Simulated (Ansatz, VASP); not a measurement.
# Cross-check of Sr2SiS4 between VASP and Ansatz, part 2 of 2

Wanted: the spread between two codes on one cell, functional and k mesh. The cell is taken from a series of runs on this material, whose earlier steps may have relaxed, scaled, displaced or heated it; both programs get it as it stands.

VASP 6.6.1 and Ansatz 0.2.0.

So far: The structure; VASP: relaxation of cell and atoms, r2SCAN.

### Step 3. Ansatz: relaxation of cell and atoms, r2SCAN

Level of this step: Ansatz beside VASP: Kohn-Sham DFT, plane waves, r2SCAN (Ansatz).

Ansatz runs on its default PAW (the set named soft_2) files.

The same cell, functional, mesh and smearing now go to Ansatz, which takes its cutoff from its data sets.

File input.yaml:

```yaml
crystal:
  lattice:
    - [6.6087392105, 0.0, 0.0]
    - [0.0, 6.65954238, 0.0]
    - [-2.5827482587, 0.0, 7.848229828]
  atoms:
    - { symbol: Sr, position: [0.2836712, 0.75, 0.95180912] }
    - { symbol: Sr, position: [0.7163288, 0.25, 0.04819088] }
    - { symbol: Sr, position: [0.2248299, 0.75, 0.42926377] }
    - { symbol: Sr, position: [0.7751701, 0.25, 0.57073623] }
    - { symbol: Si, position: [0.72130103, 0.75, 0.7968462] }
    - { symbol: Si, position: [0.27869897, 0.25, 0.2031538] }
    - { symbol: S, position: [0.88645343, 0.75, 0.06157594] }
    - { symbol: S, position: [0.11354657, 0.25, 0.93842406] }
    - { symbol: S, position: [0.91690048, 0.75, 0.63566798] }
    - { symbol: S, position: [0.08309952, 0.25, 0.36433202] }
    - { symbol: S, position: [0.51038414, 0.50196672, 0.7372482] }
    - { symbol: S, position: [0.48961586, 0.00196672, 0.2627518] }
    - { symbol: S, position: [0.48961586, 0.49803328, 0.2627518] }
    - { symbol: S, position: [0.51038414, 0.99803328, 0.7372482] }
kpoints:
  mp_grid: { grid: [4, 4, 4] }
hamiltonian:
  xc: r2scan
scf:
  occupations: { method: fermi_dirac, width: 0.02 }
relax:
  f_tol: 0.01
  max_steps: 60
  cell: {}
```

Run with:

```console
$ ansatz run input.yaml --threads 24 --pin off --max-ram 82944MiB --backend cuda --events-out ev --progress --plain --runs-dir out --devices 1 --max-vram 78GiB
```

Numbers of over 12 decimals in the logs are rounded to 6 here.

The program printed:

```text
The last accepted step is kept in <dir> (removed where the run ends without a failure and the disk answers)
GPUs: using 1 of 1 available (devices: 1).
Engine: ansatz 0.2.0, aarch64-unknown-linux-gnu
Pseudopotentials: kind: paw
Pseudopotential: Sr, paw, valence charge 10, recommended cutoff 500 eV (meta_gga), Sr.paw.azcp
Pseudopotential: Si, paw, valence charge 4, recommended cutoff 500 eV (meta_gga), Si.paw.azcp
Pseudopotential: S, paw, valence charge 6, recommended cutoff 500 eV (meta_gga), S.paw.azcp
Functional definition: r2SCAN
  parameter k0 = 0.174
  parameter k1 = 0.065
  parameter a1 = 4.9479
  exchange = r2scan_x(k0 = k0, k1 = k1, a1 = a1)
  correlation = r2scan_c
[...]
Crystal: 14 atoms, lattice volume = 345.410 Å³
Basis set: ecut = 500 eV, 8735 PW (Γ), exchange–correlation on 200×200×256 points (64 copies of the dense FFT grid, shifted against one another)
Bands: 62, of which v1, the nominal top of the filled ones, is band 48 counted from 1 (47 counted from 0)
Symmetry: 4 space group operations
Space group: P21/m (ITA 11), of the structure as read, at distance tolerance 7.0e-5 Å
k-points: 30 of 64
Non-local potential: Sr, projectors of the file, l = 0: 3, l = 1: 2, l = 2: 2
Non-local potential: Si, projectors of the file, l = 0: 2, l = 1: 2, l = 2: 2
Non-local potential: S, projectors of the file, l = 0: 2, l = 1: 2, l = 2: 2
PAW form: soft (Blöchl's): semilocal exchange-correlation on the pseudo side does not see the compensation charge
PAW frozen core: Sr, regenerated for the run's functional (the file was generated under x = pbe(κ = 0.804, μ = 0.219515), c = pbe(β = 0.066725))
PAW frozen core: Si, regenerated for the run's functional (the file was generated under x = pbe(κ = 0.804, μ = 0.219515), c = pbe(β = 0.066725))
PAW frozen core: S, regenerated for the run's functional (the file was generated under x = pbe(κ = 0.804, μ = 0.219515), c = pbe(β = 0.066725))
PAW one-centre angular grid: Sr, 302 points (default); XC on 160 Gauss nodes
PAW one-centre angular grid: Si, 302 points (default); XC on 160 Gauss nodes
PAW one-centre angular grid: S, 302 points (default); XC on 160 Gauss nodes
Initial density: superposition of atomic densities (neutral atoms: chi_scale 0, normalization atom), corrected by the library's trained network
Initial wavefunctions: pseudopotential atomic-orbital guess
[...]
Functional: x = r2scan, c = r2scan; τ floored in thin density (d = 2e-4 eV/Å³)
SCF iter   1: F=—  HF=-22770.375576 eV  |F-HF|=—  |Δ(HF+E_count)|=         —  Δρ=4.21e-3  dr2=6.16e-2  dr2_τ=1.32e-1  ethr=1.77e-3  ⟨swp⟩=12.6  Hψ=11641  notcnv=0  defer=5
preconditioner: auto → Resta (q_TF=auto, 2.204 Å⁻¹)  ε∞=3.0  [insulator: Δε(μ)=3.414 eV  Ē_g=13.250 eV  σ=0.020 eV  W_gap=1.00  n_scr=64 (ndim 8)  ℏωp=18.7 eV  f_vac=0.008  D(μ)=0.00/eV (n_scr^D=0)  ε∞_Penn≈3.0]
SCF iter   2: F=—  HF=-22770.619500 eV  |F-HF|=—  |Δ(HF+E_count)|=   2.44e-1  Δρ=2.64e-3  dr2=1.74e-2  dr2_τ=7.47e-4  ethr=6.42e-5  ⟨swp⟩=3.0  Hψ=3887  notcnv=0  defer=240
SCF iter   3: F=—  HF=-22770.616148 eV  |F-HF|=—  |Δ(HF+E_count)|=   3.35e-3  Δρ=3.36e-4  dr2=6.64e-4  dr2_τ=1.56e-4  ethr=1.81e-5  ⟨swp⟩=4.0  Hψ=3374  notcnv=0  defer=30
automatic band count: iteration 3 solves 55 bands in place of 62: the levels show a gap, and the empty bands left out lie too high to hold charge; the band table lists the bands solved (type scf.n_extra_bands for more)
SCF iter   4: F=—  HF=-22770.615815 eV  |F-HF|=—  |Δ(HF+E_count)|=   3.33e-4  Δρ=1.14e-4  dr2=5.39e-5  dr2_τ=2.65e-6  ethr=6.91e-7  ⟨swp⟩=2.9  Hψ=3145  notcnv=0  defer=30
[...]
SCF iter   7: F=-22770.616040 eV  HF=-22770.616040 eV  |F-HF|=3.76e-9  |Δ(HF+E_count)|=   1.28e-7  Δρ=2.27e-6  dr2=4.10e-8  dr2_τ=1.87e-9  ethr=1.04e-10  ⟨swp⟩=5.4  Hψ=6862  notcnv=0
SCF 1 converged in 7 iterations: F = -22770.616040 eV  dr2 = 4.10e-8
  greatest PAW one-centre occupation: 0.988 electrons in one spin orbital (limit 2), on the Sr atom at site 1 (counted from 0), in its partial waves of l = 0
relax step   1: F+E_penalty+E_count = -22770.61603993 eV  Δ(F+E_penalty+E_count) = +0.000e0 eV  max|allowed force component| = 3.624e-2 eV/Å  Δτ_max = 0.0000 Å  P = +0.002 GPa  Ω = 345.410 Å³  (7 SCF iters, dr2 threshold 1.00e-7 eV, accepted)
[...]
relax step   2: F+E_penalty+E_count = -22770.61635472 eV  Δ(F+E_penalty+E_count) = -3.148e-4 eV  max|allowed force component| = 2.258e-2 eV/Å  Δτ_max = 0.0052 Å  P = +0.058 GPa  Ω = 344.320 Å³  energy of the carried Pulay correction = +1.157e-4 eV  (5 SCF iters, dr2 threshold 8.21e-8 eV, accepted)
[...]
relax step   3: F+E_penalty+E_count = -22770.61654509 eV  Δ(F+E_penalty+E_count) = -1.904e-4 eV  max|allowed force component| = 5.181e-3 eV/Å  Δτ_max = 0.0026 Å  P = +0.013 GPa  Ω = 344.814 Å³  energy of the carried Pulay correction = +6.320e-5 eV  (5 SCF iters, dr2 threshold 3.19e-8 eV, accepted)
[...]
relax step   4: F+E_penalty+E_count = -22770.61647653 eV  Δ(F+E_penalty+E_count) = +6.856e-5 eV  max|allowed force component| = 5.172e-3 eV/Å  Δτ_max = 0.0000 Å  P = +0.013 GPa  Ω = 344.814 Å³  stress off target by 1.76e-2 GPa  SCF on the basis re-selected at this cell (its energy is not comparable with the rows above)  (5 SCF iters)
[...]
SCF converged after 5 iterations
[...]
atom   6  Si    -0.00055812    -0.00000000     0.00273366
  atom   7  S      0.00038947     0.00000000     0.00517187
  atom   8  S     -0.00038947    -0.00000000    -0.00517187
  atom   9  S      0.00256587     0.00000000    -0.00085897
  atom  10  S     -0.00256587    -0.00000000     0.00085897
  atom  11  S     -0.00156496    -0.00089611    -0.00055065
  atom  12  S      0.00156496    -0.00089611     0.00055065
  atom  13  S      0.00156496     0.00089611     0.00055065
  atom  14  S     -0.00156496     0.00089611    -0.00055065
  max |Σ_I F_I| component: 8.67e-19 eV/Å
--- Stress (GPa, compression-positive) ---
        0.011186      -0.000000      -0.004396
       -0.000000       0.014521       0.000000
       -0.004396       0.000000       0.014582
  P = ⅓ Tr σ = 0.0134 GPa (0.134 kbar)
--- Band table (eV; the first three rows and the last of 30) ---
  k-point 0: bands = [... 44 lower, 4.7945, 4.9723, 5.0866, 5.2949, 9.2021, 9.4501, 9.5508, 9.7879, ... 10 higher]
  k-point 1: bands = [... 44 lower, 4.7867, 4.9850, 5.0250, 5.2342, 9.2833, 9.5396, 9.6207, 9.8117, ... 10 higher]
  k-point 2: bands = [... 44 lower, 4.6834, 4.8473, 5.0434, 5.1980, 9.3543, 9.6013, 9.6631, 9.8082, ... 10 higher]
  k-point 29: bands = [... 44 lower, 4.5931, 4.5931, 4.7014, 4.7014, 10.0022, 10.0022, 10.0985, 10.0985, ... 10 higher]
--- Relaxed structure (3 steps of the walk, 3 accepted, 1 SCFs on fresh bases) ---
  F+E_penalty+E_count = -22770.61647653 eV   max|allowed force component| = 5.172e-3 eV/Å   (the final SCF, on the basis selected at the relaxed cell)
  cell:  # Å, volume = 344.8140 Å³
    - [6.602053, 4.552939684648768e-19, -0.00136697]
    - [4.587939366003268e-19, 6.658047, 1.0859371591879859e-18]
    - [-2.581759, 1.1018377456764718e-18, 7.844922]
  atoms:
    - { symbol: Sr, position: [0.283835, 0.750000, 0.951770] }
    - { symbol: Sr, position: [0.716165, 0.25, 0.048230] }
    - { symbol: Sr, position: [0.225105, 0.750000, 0.429351] }
    - { symbol: Sr, position: [0.774895, 0.25, 0.570649] }
    - { symbol: Si, position: [0.721151, 0.750000, 0.796799] }
    - { symbol: Si, position: [0.278849, 0.25, 0.203200962456] }
    - { symbol: S, position: [0.886530, 0.750000, 0.061872] }
    - { symbol: S, position: [0.113470, 0.25, 0.938128] }
    - { symbol: S, position: [0.917158, 0.750000, 0.635505] }
    - { symbol: S, position: [0.082842, 0.25, 0.364495] }
    - { symbol: S, position: [0.510088, 0.501625, 0.737124] }
    - { symbol: S, position: [0.489912, 0.00162541, 0.262876] }
    - { symbol: S, position: [0.489912, 0.498375, 0.262876] }
    - { symbol: S, position: [0.510088, 0.998375, 0.737124] }
```

### Step 4. Comparison

Known differences besides the potentials themselves: VASP keeps PBE cores, Ansatz makes them for the functional; the cutoff is 500 eV in Ansatz and 550 eV in VASP; Ansatz adds a Pulay correction to the stress that steers its cell, VASP none. Total energies have different zeros and are not compared.

The two programs side by side:

| quantity | Ansatz | VASP | difference |
| --- | --- | --- | --- |
| volume (Å³) | 344.81 | 345.35 | -0.16 % |
| edge a after relaxation, in the typed setting (Å) | 6.602 | 6.605 | -0.05 % |
| edge b after relaxation, in the typed setting (Å) | 6.658 | 6.661 | -0.05 % |
| edge c after relaxation, in the typed setting (Å) | 8.259 | 8.265 | -0.07 % |

### Step 5. Results

| Property | Result |
| --- | --- |
| difference in volume (relaxation of cell and atoms, r2SCAN) | -0.16 % |

The difference in volume is -0.16 % (relaxation of cell and atoms, r2SCAN), within the 1.2 % picked in this series as the mark of a large difference, as far as the stopping tolerances let one tell. How closely two codes agree says nothing of how well the functional describes the real material.

[Lines on the potential files, build, host, timing and source positions are cut from VASP's logs without a mark.]

[Logs are printed without paths, hosts, clocks, repeated set-up lines and the standing remarks that a program may print on its own settings, such as how far it seeks lower states.]

[Hosts, paths, dates, database ids (printed as entryN), source tags and the programs' standing remarks are cut or masked in the printed files.]
